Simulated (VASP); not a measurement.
All values below come from PBEsol GGA, VASP's PBE PAW potentials (set 64) (plane waves; VASP).

VASP ran on this input.

POSCAR:
```
CdS
1
    4.1244988075    -0.0000000000     0.0000000000
   -2.0622494038     3.5719206506    -0.0000000000
    0.0000000000     0.0000000000     6.7204484073
Cd S
2 2
Direct
  0.6666670000   0.3333330000   0.9995082001
  0.3333330000   0.6666670000   0.4995082001
  0.6666670000   0.3333330000   0.3754917999
  0.3333330000   0.6666670000   0.8754917999
```

KPOINTS:
```
Automatic mesh
0
Gamma
7 7 4
0 0 0
```

### INCAR
```
! general
SYSTEM =CdS
PREC   =Accurate
ENCUT  =400   ! plane-wave cut-off (eV)
LREAL  =.FALSE.
LASPH  =.TRUE.

! electronic loop
EDIFF  =1E-7   ! SCF stop (eV)
NELM   =100   ! most electronic steps
ALGO   =Normal
LMAXMIX=4

! smearing
ISMEAR =-5   ! tetrahedra, Bloechl

! functional
GGA    =PS   ! PBEsol

! ions
ISIF   =2

! output
LWAVE  =.FALSE.
LCHARG =.TRUE.
LORBIT =11
NEDOS  =601   ! DOS grid
```

POTCAR, in this order: Cd S (PBE.64 set). Program: vasp_std.

The resulting files:

**OUTCAR**
```
 ion  position               nearest neighbor table
   1  0.667  0.333  1.000-   4 2.52   4 2.52   4 2.52   3 2.53
   2  0.333  0.667  0.500-   3 2.52   3 2.52   3 2.52   4 2.53
   3  0.667  0.333  0.375-   2 2.52   2 2.52   2 2.52   1 2.53
   4  0.333  0.667  0.875-   1 2.52   1 2.52   1 2.52   2 2.53
  LATTYP: Found a hexagonal cell.
 ALAT       =     4.1244988075
 C/A-ratio  =     1.6293975877
 Subroutine PRICEL returns:
 Original cell was already a primitive cell.
 Subroutine GETGRP returns: Found 12 space group operations
The static configuration has the point symmetry C_3v.
 The point group associated with its full space group is C_6v.
The dynamic configuration has the point symmetry C_3v.
 Subroutine INISYM returns: Found 12 space group operations
 Subroutine IBZKPT returns following result:
 Found     24 irreducible k-points:

 Following reciprocal coordinates:
            Coordinates               Weight
  0.000000  0.000000  0.000000      1.000000
  0.142857  0.000000  0.000000      6.000000
  0.285714  0.000000  0.000000      6.000000
  0.428571  0.000000  0.000000      6.000000
  0.142857  0.142857  0.000000      6.000000
  0.285714  0.142857  0.000000     12.000000
  0.428571  0.142857  0.000000      6.000000
  0.285714  0.285714  0.000000      6.000000
  0.000000  0.000000  0.250000      2.000000
  0.142857  0.000000  0.250000     12.000000
  0.285714  0.000000  0.250000     12.000000
  0.428571  0.000000  0.250000     12.000000
  0.142857  0.142857  0.250000     12.000000
  0.285714  0.142857  0.250000     24.000000
  0.428571  0.142857  0.250000     12.000000
  0.285714  0.285714  0.250000     12.000000
  0.000000  0.000000  0.500000      1.000000
  0.142857  0.000000  0.500000      6.000000
  0.285714  0.000000  0.500000      6.000000
  0.428571  0.000000  0.500000      6.000000
  0.142857  0.142857  0.500000      6.000000
  0.285714  0.142857  0.500000     12.000000
  0.428571  0.142857  0.500000      6.000000
  0.285714  0.285714  0.500000      6.000000
   k-points           NKPTS =     24   k-points in BZ     NKDIM =     24   number of bands    NBANDS=     22
   number of dos      NEDOS =    601   number of ions     NIONS =      4
   total plane-waves  NPLWV =  37632
   dimension x,y,z NGX =    28 NGY =   28 NGZ =   48
   dimension x,y,z NGXF=    56 NGYF=   56 NGZF=   96
   ions per type =               2   2
   PREC   = accura    normal or accurate (medium, high low for compatibility)
   ISTART =      0    job   : 0-new  1-cont  2-samecut
   ICHARG =      2    charge: 1-file 2-atom 10-const
   ISPIN  =      1    spin polarized calculation?
   LNONCOLLINEAR =      F non collinear calculations
   LSORBIT =      F    spin-orbit coupling
   INIWAV =      1    electr: 0-lowe 1-rand  2-diag
   ENCUT  =  400.0 eV  29.40 Ry    5.42 a.u.   6.73  6.73 10.96*2*pi/ulx,y,z
   NELM   =    100;   NELMIN=  2; NELMDL= -5     # of ELM steps
   EDIFF  = 0.1E-06   stopping-criterion for ELM
   LREAL  =      F    real-space projection
   NLSPLINE    = F    spline interpolate recip. space projectors
   LMAXMIX     =    4 max onsite mixed and CHGCAR
   VOSKOWN=      0    Vosko Wilk Nusair interpolation
   EDIFFG = 0.1E-05   stopping-criterion for IOM
   NSW    =      0    number of steps for IOM
   NBLOCK =      1;   KBLOCK =      1    inner block; outer block
   IBRION =     -1    ionic relax: 0-MD 1-quasi-New 2-CG
   NFREE  =      0    steps in history (QN), initial steepest desc. (CG)
   ISIF   =      2    stress and relaxation
   ISYM   =      2    0-nonsym 1-usesym 2-fastsym
   TEIN   =    0.0    initial temperature
   TEBEG  =    0.0;   TEEND  =   0.0 temperature during run
   SMASS  =  -3.00    Nose mass-parameter (am)
   PSTRESS=    0.0 pullay stress
...
```

File OSZICAR:
```
       N       E                     dE             d eps       ncg     rms          rms(c)
DAV:   1     0.212208581061E+03    0.21221E+03   -0.15623E+04  1056   0.123E+03
DAV:   2    -0.326408948877E+01   -0.21547E+03   -0.21191E+03  1208   0.328E+02
DAV:   3    -0.145094275320E+02   -0.11245E+02   -0.11215E+02  1266   0.763E+01
DAV:   4    -0.146250845169E+02   -0.11566E+00   -0.11562E+00  1200   0.780E+00
DAV:   5    -0.146272099403E+02   -0.21254E-02   -0.21253E-02  1302   0.100E+00    0.115E+01
DAV:   6    -0.136592551257E+02    0.96795E+00   -0.24034E+00  1396   0.177E+01    0.896E+00
DAV:   7    -0.136401040308E+02    0.19151E-01   -0.80652E-01  1212   0.538E+00    0.377E+00
DAV:   8    -0.136315382301E+02    0.85658E-02   -0.13555E-01  1274   0.403E+00    0.561E-01
DAV:   9    -0.136295446314E+02    0.19936E-02   -0.23894E-02  1298   0.208E+00    0.167E-01
DAV:  10    -0.136294459470E+02    0.98684E-04   -0.16616E-03  1292   0.479E-01    0.896E-02
DAV:  11    -0.136294667651E+02   -0.20818E-04   -0.11555E-04  1230   0.764E-02    0.888E-02
DAV:  12    -0.136294801302E+02   -0.13365E-04   -0.24971E-05  1248   0.238E-02    0.569E-02
DAV:  13    -0.136295385419E+02   -0.58412E-04   -0.64516E-05  1098   0.463E-02    0.595E-02
DAV:  14    -0.136295350439E+02    0.34980E-05   -0.36658E-06  1386   0.201E-02    0.411E-02
DAV:  15    -0.136295312340E+02    0.38100E-05   -0.14718E-05  1122   0.186E-02    0.208E-02
DAV:  16    -0.136295315254E+02   -0.29141E-06   -0.67410E-07  1146   0.733E-03    0.132E-02
DAV:  17    -0.136295315894E+02   -0.63992E-07   -0.83500E-08   816   0.197E-03
   1 F= -.13629532E+02 E0= -.13629532E+02  d E =0.000000E+00
```

### OUTCAR
```
------------------------ aborting loop because EDIFF is reached ----------------------------------------
  FORCE on cell =-STRESS in cart. coord.  units (eV):
  Direction    XX          YY          ZZ          XY          YZ          ZX
  --------------------------------------------------------------------------------------
  Total       -0.0620173     -0.0620173     -0.0699455      0.0000000      0.0000000      0.0000000
  in kB       -1.0035804     -1.0035804     -1.1318772      0.0000000      0.0000000      0.0000000
  external PRESSURE =      -1.0463460 kB  Pullay stress =       0.0000000 kB
  volume of cell :       99.01
      direct lattice vectors                 reciprocal lattice vectors
     4.124498808  0.000000000  0.000000000     0.242453701  0.139980713  0.000000000
    -2.062249404  3.571920651  0.000000000     0.000000000  0.279961426  0.000000000
     0.000000000  0.000000000  6.720448407     0.000000000  0.000000000  0.148799595
  FREE ENERGIE OF THE ION-ELECTRON SYSTEM (eV)
  ---------------------------------------------------
  free  energy   TOTEN  =       -13.6295315894 eV

  energy  without entropy=      -13.6295315894  energy(sigma->0) =      -13.62953159

 total charge

# of ion       s       p       d       tot
------------------------------------------
    1        0.431   0.332   9.557  10.320
    2        0.431   0.332   9.557  10.320
    3        1.318   2.376   0.000   3.694
    4        1.318   2.376   0.000   3.694
--------------------------------------------------
tot          3.497   5.417  19.114  28.027
```
(Selected blocks of OUTCAR.)

File OUTCAR:
```
 val. band max:        1.2327499791   @ k =   0.0000   0.0000   0.0000

 cond. band min:       2.3205810292   @ k =   0.0000   0.0000   0.0000


 Fermi energy:         1.2543255571

 k-point     1 :       0.0000    0.0000    0.0000
  band No.  band energies     occupation
      1     -11.1726      2.00000
      2     -10.7251      2.00000
      3      -6.4872      2.00000
      4      -6.4769      2.00000
      5      -6.4769      2.00000
      6      -6.3907      2.00000
      7      -6.3907      2.00000
      8      -6.0489      2.00000
      9      -6.0489      2.00000
     10      -5.9534      2.00000
     11      -5.9534      2.00000
     12      -5.6102      2.00000
     13      -3.2569      2.00000
     14       0.4552      2.00000
     15       0.4552      2.00000
     16       1.1801      2.00000
     17       1.2327      2.00000
     18       1.2327      2.00000
     19       2.3206      0.00000
     20       3.9217      0.00000
     21       7.6139      0.00000
     22       7.6140      0.00000

 k-point     2 :       0.1429    0.0000    0.0000
  band No.  band energies     occupation
      1     -11.0989      2.00000
      2     -10.6929      2.00000
      3      -6.4629      2.00000
      4      -6.4475      2.00000
      5      -6.4250      2.00000
      6      -6.3557      2.00000
      7      -6.3485      2.00000
      8      -6.0655      2.00000
      9      -6.0482      2.00000
     10      -5.9850      2.00000
     11      -5.9471      2.00000
     12      -5.5599      2.00000
     13      -3.1141      2.00000
     14      -0.3362      2.00000
     15       0.2050      2.00000
     16       0.2103      2.00000
     17       1.0286      2.00000
     18       1.0867      2.00000
     19       3.2948      0.00000
     20       4.6460      0.00000
     21       7.0004      0.00000
     22       7.9086      0.00000

 k-point     3 :       0.2857    0.0000    0.0000
  band No.  band energies     occupation
      1     -10.9233      2.00000
...
```

The structure comes from a measured CdS entry (P6_3mc) of the Crystallography Open Database, whose conditions weren't checked. It was relaxed first.
